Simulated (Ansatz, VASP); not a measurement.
# Cross-check of BiP between VASP and Ansatz, part 2 of 2

One calculation is typed for both programs; each brings its own data sets and cutoff. How far apart do they land? The cell is generated by rule, not measured, and may not be a known phase. The cell is taken from a series of VASP runs on this material, whose earlier steps may have relaxed, scaled or displaced it; both programs get it as it stands.

VASP 6.6.1 and Ansatz 0.2.0.

So far. Step 3 (VASP: band structure, LDA): The run ends at a pressure of -4.61 GPa.

## Step 5: VASP: band structure, LDA, spin-orbit coupling

Level of this step: LDA, spin-orbit coupling; plane waves and PAW (Bi_d, P); invented cell (VASP).

The same path points are solved in both programs, so levels can be compared one by one.

Contents of INCAR:

```
SYSTEM = BiP
PREC = Accurate
ENCUT = 400
EDIFF = 1E-06
NELM = 100
ISMEAR = 0
SIGMA = 0.02
LREAL = .FALSE.
ALGO = Normal
GGA = CA
LNONCOLLINEAR = .TRUE.
MAGMOM = 0 0 0 0 0 0
NBANDS = 32
GGA_COMPAT = .FALSE.
LASPH = .TRUE.
LSORBIT = .TRUE.
LORBIT = 11
LWAVE = .FALSE.
LCHARG = .FALSE.
KPAR = 4
ISIF = 2
```

Contents of POSCAR:

```
BiP
1.0
    0.0000000000      2.9300000000      2.9300000000
    2.9300000000      0.0000000000      2.9300000000
    2.9300000000      2.9300000000      0.0000000000
Bi P
1 1
Direct
    0.0000000000      0.0000000000      0.0000000000
    0.5000000000      0.5000000000      0.5000000000
```

Contents of KPOINTS:

```
Automatic mesh
0
Gamma
8 8 8
0 0 0
```

Contents of KPOINTS_OPT:

```
Line mode
16
Line-mode
Reciprocal
  0.00000000   0.00000000   0.00000000 GAMMA
  0.50000000   0.00000000   0.50000000 X

  0.50000000   0.00000000   0.50000000 X
  0.50000000   0.25000000   0.75000000 W

  0.50000000   0.25000000   0.75000000 W
  0.37500000   0.37500000   0.75000000 K

  0.37500000   0.37500000   0.75000000 K
  0.00000000   0.00000000   0.00000000 GAMMA

  0.00000000   0.00000000   0.00000000 GAMMA
  0.50000000   0.50000000   0.50000000 L

  0.50000000   0.50000000   0.50000000 L
  0.62500000   0.25000000   0.62500000 U

  0.62500000   0.25000000   0.62500000 U
  0.50000000   0.25000000   0.75000000 W

  0.50000000   0.25000000   0.75000000 W
  0.50000000   0.50000000   0.50000000 L

  0.50000000   0.50000000   0.50000000 L
  0.37500000   0.37500000   0.75000000 K

  0.62500000   0.25000000   0.62500000 U
  0.50000000   0.00000000   0.50000000 X
```

PAW data sets: Bi_d and P (LDA family, release 64).

Run with:

```bash
$ mpirun -np 4 vasp_ncl
```

Numbers of over 12 decimals in the logs are rounded to 6 here.

Output:

```text
[... set-up lines as in an earlier step ...]
 entering main loop
       N       E                     dE             d eps       ncg     rms          rms(c)
DAV:   1     0.180294244613E+03    0.18029E+03   -0.82817E+03  1856   0.114E+03
DAV:   2     0.714545171478E+01   -0.17315E+03   -0.16704E+03  1872   0.357E+02
DAV:   3    -0.105886743142E+02   -0.17734E+02   -0.17407E+02  2320   0.125E+02
DAV:   4    -0.112742417741E+02   -0.68557E+00   -0.68443E+00  2232   0.260E+01
[...]
DAV:  11    -0.110805505584E+02   -0.94516E-05   -0.51995E-05  2592   0.752E-02    0.368E-02
DAV:  12    -0.110805478947E+02    0.26637E-05   -0.71289E-06  2472   0.388E-02    0.554E-03
DAV:  13    -0.110805478939E+02    0.83264E-09   -0.27939E-07  1320   0.697E-03
   1 F= -.11080548E+02 E0= -.11080548E+02  d E =-.390948E-10  mag=     0.0000     0.0000     0.0000
 Start KPOINTS_OPT (optional k-point list driver)
k-point batch [1-29\160]
       N       E                     dE             ncg
DAV:   1     0.127467740087E+04   -0.10589E+05     1856
DAV:   2    -0.380929321117E+04   -0.50840E+04     1896
DAV:   3    -0.431669909535E+04   -0.50741E+03     2424
DAV:   4    -0.433393935401E+04   -0.17240E+02     2304
DAV:   5    -0.433475398241E+04   -0.81463E+00     2896
DAV:   6    -0.433476263182E+04   -0.86494E-02     2296
DAV:   7    -0.433476303210E+04   -0.40028E-03     2928
DAV:   8    -0.433476303680E+04   -0.46983E-05     2264
DAV:   9    -0.433476303693E+04   -0.13629E-06     1624
[...]
k-point batch [146-160\160]
       N       E                     dE             ncg
DAV:   1     0.824148721630E+04   -0.82945E+04      960
DAV:   2     0.560802525126E+04   -0.26335E+04      968
DAV:   3     0.535520001188E+04   -0.25283E+03     1288
DAV:   4     0.534695514522E+04   -0.82449E+01     1192
DAV:   5     0.534657437392E+04   -0.38077E+00     1504
DAV:   6     0.534656928071E+04   -0.50932E-02     1208
DAV:   7     0.534656908516E+04   -0.19555E-03     1488
DAV:   8     0.534656908253E+04   -0.26253E-05     1192
DAV:   9     0.534656908246E+04   -0.72385E-07      824
```

OUTCAR, selected parts (step 5):

```text
  Total       -1.3788177     -1.3788177     -1.3788177     -0.0000000      0.0000000     -0.0000000
  in kB      -43.9121388    -43.9121388    -43.9121388     -0.0000000      0.0000000     -0.0000000
  external PRESSURE =     -43.9121388 kB  Pullay stress =       0.0000000 kB

 POSITION                                       TOTAL-FORCE (eV/Angst)
 -----------------------------------------------------------------------------------
      0.00000      0.00000      0.00000        -0.000000      0.000000      0.000000
      2.93000      2.93000      2.93000         0.000000     -0.000000     -0.000000
 -----------------------------------------------------------------------------------
    total drift:                               -0.000000      0.000000      0.000000

  FREE ENERGIE OF THE ION-ELECTRON SYSTEM (eV)
  ---------------------------------------------------
  free  energy   TOTEN  =       -11.0805478939 eV

  energy  without entropy=      -11.0805478938  energy(sigma->0) =      -11.08054789

 magnetization (x)
# of ion       s       p       d       tot
------------------------------------------
    1       -0.000   0.000   0.000  -0.000
    2       -0.000  -0.000   0.000  -0.000
--------------------------------------------------
tot         -0.000   0.000   0.000  -0.000

 magnetization (y)
# of ion       s       p       d       tot
------------------------------------------
    1       -0.000  -0.000   0.000  -0.000
    2        0.000   0.000   0.000   0.000
--------------------------------------------------
tot         -0.000  -0.000   0.000  -0.000

 magnetization (z)
# of ion       s       p       d       tot
------------------------------------------
    1        0.000  -0.000   0.000   0.000
    2       -0.000  -0.000   0.000  -0.000
--------------------------------------------------
tot          0.000  -0.000   0.000   0.000

[... 1 part as in an earlier step ...]

[... 2 further parts left out ...]
[key lines of the parts left out:]
E-fermi :   6.7806
```

VASP adds spin-orbit coupling inside the spheres on scalar-relativistic partial waves, which describe the 6p1/2 states imperfectly, so such gaps can be off by a tenth of an eV or more.

## Step 6: Ansatz: band structure, LDA, spin-orbit coupling

The same cell, functional (in two slightly different forms), mesh and smearing now go to Ansatz, which takes its cutoff from its data sets.

The cell is taken from a series of VASP runs on this material, whose earlier steps may have relaxed, scaled or displaced it; both programs get it as it stands.

Contents of input.yaml:

```yaml
crystal:
  lattice:
    - [0.0, 2.93, 2.93]
    - [2.93, 0.0, 2.93]
    - [2.93, 2.93, 0.0]
  atoms:
    - { symbol: Bi, position: [0.0, 0.0, 0.0] }
    - { symbol: P, position: [0.5, 0.5, 0.5] }
hamiltonian:
  xc: lda
  pseudopotentials: { kind: paw_fr }
magnetization:
  noncollinear: true
  spin_orbit: true
kpoints:
  mp_grid: { grid: [8, 8, 8] }
  band_path:
    path:
      - [0.0, 0.0, 0.0]
      - [0.16667, 0.0, 0.16667]
      - [0.33333, 0.0, 0.33333]
      - [0.5, 0.0, 0.5]
      - [0.5, 0.08333, 0.58333]
      - [0.5, 0.18333, 0.68333]
      - [0.5, 0.25, 0.75]
      - [0.45, 0.3, 0.75]
      - [0.40833, 0.34167, 0.75]
      - [0.35, 0.35, 0.7]
      - [0.225, 0.225, 0.45]
      - [0.175, 0.175, 0.35]
      - [0.075, 0.075, 0.15]
      - [0.03333, 0.03333, 0.03333]
      - [0.23333, 0.23333, 0.23333]
      - [0.4, 0.4, 0.4]
      - [0.51667, 0.46667, 0.51667]
      - [0.55833, 0.38333, 0.55833]
      - [0.60833, 0.28333, 0.60833]
      - [0.60833, 0.25, 0.64167]
      - [0.55833, 0.25, 0.69167]
      - [0.51667, 0.25, 0.73333]
      - [0.5, 0.3, 0.7]
      - [0.5, 0.38333, 0.61667]
      - [0.5, 0.46667, 0.53333]
      - [0.5, 0.48333, 0.51667]
      - [0.475, 0.475, 0.55]
      - [0.425, 0.425, 0.65]
      - [0.38333, 0.38333, 0.73333]
      - [0.59167, 0.18333, 0.59167]
      - [0.55, 0.1, 0.55]
      - [0.5, 0.0, 0.5]
    npoints: 1
scf:
  occupations: { method: gaussian, width: 0.02 }
  n_extra_bands: 14
output:
  forces: true
  stress: true
  eigenvalues: true
  write_density: true
  write_potential: true
  elf: true
  volumetric_format: npy
```

Run with:

```bash
$ ansatz run input.yaml --threads 2 --pin off --max-ram 4608MiB --backend cpu --events-out ev --progress --plain --runs-dir out
```

Output:

```text
[...]
non-collinear run that drives no moment, with spin-orbit: no starting moment large enough to seed its density (crystal.atoms[].spin), no starting occupations that ask for one, no magnetisation constraint and no magnetic field, so the semilocal B_xc is pinned to zero
Crystal: 2 atoms, lattice volume = 50.308 Å³
Basis set: ecut = 420 eV, 941 PW (Γ)
[...]
k-point 1: bands = [... 16 lower, 8.1280, 8.1280, 8.3208, 8.3208, 11.4304, 11.4304, 13.1422, 13.1422, ... 10 higher]
  k-point 2: bands = [... 16 lower, 8.2572, 8.2572, 8.7286, 8.7286, 10.4244, 10.4244, 11.7149, 11.7149, ... 10 higher]
  k-point 28: bands = [... 16 lower, 4.8442, 4.8442, 9.2798, 9.2798, 10.1780, 10.1780, 14.4882, 14.4882, ... 10 higher]
[key lines of the parts left out:]
SCF converged after 6 iterations
Magnetization: |M| = 0.0000 μB,  M = (+0.0000, +0.0000, +0.0000) μB
Free energy (F): -12851.377389 eV
Fermi energy:    9.391460 eV
P = ⅓ Tr σ = -4.3752 GPa (-43.752 kbar)
```

The job ended after 4.5 s (2 threads of AMD EPYC 9R14 (Zen 4), shared host; peak memory 0.53 GiB; 8.6 s of CPU time).

## Step 7: Side by side

What differs besides the data sets and the points named for the pairs above, as far as they apply: spin-orbit coupling enters by fully relativistic files in Ansatz and inside the spheres in VASP. Total energies have different zeros and are not compared.

Compared:

| quantity | Ansatz | VASP | difference |
| --- | --- | --- | --- |
| pressure (GPa) | -4.38 | -4.39 | +0.02 |
| gap over the path points (eV) | 0.090 | 0.045 | +0.045 |

Levels at points of the path, from each program's valence-band top (eV; 8 filled, then empty):

| k (reciprocal lattice) | Ansatz | VASP |
| --- | --- | --- |
| 0.000 0.000 0.000 | -5.50 -5.50 -2.29 -2.29 -1.28 -1.28 -1.28 -1.28 2.59 2.59 4.81 4.81 4.81 4.81 | -5.54 -5.54 -2.25 -2.25 -1.35 -1.35 -1.35 -1.35 2.68 2.68 4.72 4.72 4.72 4.72 |
| 0.167 0.000 0.167 | -6.59 -6.59 -2.64 -2.64 -1.86 -1.86 -0.11 -0.11 0.87 0.87 3.79 3.79 4.49 4.49 | -6.64 -6.64 -2.63 -2.63 -1.94 -1.94 -0.16 -0.16 0.88 0.88 3.77 3.77 4.41 4.41 |
| 0.333 0.000 0.333 | -7.77 -7.77 -4.07 -4.07 -3.17 -3.17 -2.79 -2.79 3.29 3.29 3.65 3.65 5.08 5.08 | -7.82 -7.82 -4.07 -4.07 -3.23 -3.23 -2.87 -2.87 3.20 3.20 3.73 3.73 5.02 5.02 |
| 0.500 0.000 0.500 | -8.15 -8.15 -5.82 -5.82 -3.76 -3.76 -3.18 -3.18 2.88 2.88 4.63 4.63 6.31 6.31 | -8.20 -8.20 -5.85 -5.85 -3.79 -3.79 -3.26 -3.26 2.79 2.79 4.72 4.72 6.24 6.24 |
| 0.500 0.083 0.583 | -8.47 -8.47 -5.71 -5.71 -3.78 -3.78 -2.81 -2.81 3.25 3.25 4.09 4.09 5.95 5.95 | -8.52 -8.52 -5.74 -5.74 -3.82 -3.82 -2.88 -2.88 3.16 3.16 4.14 4.14 5.90 5.90 |
| 0.500 0.183 0.683 | -9.20 -9.20 -5.35 -5.35 -4.29 -4.29 -1.19 -1.19 2.01 2.01 4.37 4.37 5.76 5.76 | -9.24 -9.24 -5.38 -5.38 -4.36 -4.36 -1.24 -1.24 2.00 2.00 4.30 4.30 5.74 5.74 |
| 0.500 0.250 0.750 | -9.45 -9.45 -5.16 -5.16 -4.53 -4.53 -0.10 -0.10 0.80 0.80 5.11 5.11 5.26 5.26 | -9.49 -9.49 -5.18 -5.18 -4.62 -4.62 -0.15 -0.15 0.80 0.80 5.07 5.07 5.19 5.19 |
| 0.450 0.300 0.750 | -9.39 -9.39 -5.22 -5.22 -4.20 -4.20 -0.94 -0.94 1.64 1.64 4.59 4.59 5.61 5.61 | -9.43 -9.43 -5.25 -5.25 -4.26 -4.26 -0.98 -0.98 1.63 1.63 4.54 4.54 5.58 5.58 |
| 0.408 0.342 0.750 | -9.35 -9.35 -5.30 -5.30 -3.52 -3.52 -1.91 -1.91 2.59 2.59 4.16 4.16 5.43 5.43 | -9.39 -9.39 -5.34 -5.34 -3.57 -3.57 -1.97 -1.97 2.60 2.60 4.10 4.10 5.39 5.39 |
| 0.350 0.350 0.700 | -9.60 -9.60 -5.12 -5.12 -2.77 -2.77 -2.19 -2.19 2.57 2.57 3.56 3.56 5.59 5.59 | -9.64 -9.64 -5.16 -5.16 -2.80 -2.80 -2.26 -2.26 2.60 2.60 3.49 3.49 5.55 5.55 |

Among the levels compared at these points, filled levels agree within 84 meV and empty ones within 96 meV. Ansatz's pressure holds a Pulay correction of 0.03 GPa; VASP's holds none.

## Step 8: Summary of results

* r.m.s. difference of levels near the Fermi level (band structure, LDA): 5.0 meV
* difference in gap over the path points (band structure, LDA, spin-orbit coupling): 0.045 eV

**Reading.** The difference in gap over the path points is 0.045 eV (band structure, LDA, spin-orbit coupling), within the 0.08 eV picked in this series as the mark of a large difference. 1 further run of this series is not shown here. How closely two codes agree says nothing of how well the functional describes the real material.

[Lines on the potential files, build, host, timing and source positions are cut from VASP's logs without a mark.]

[Logs are printed without paths, hosts, clocks, repeated set-up lines and the standing remarks that a program may print on its own settings, such as how far it seeks lower states.]

[Hosts, paths, dates, database ids (printed as entryN), source tags and the programs' standing remarks are cut or masked in the printed files.]
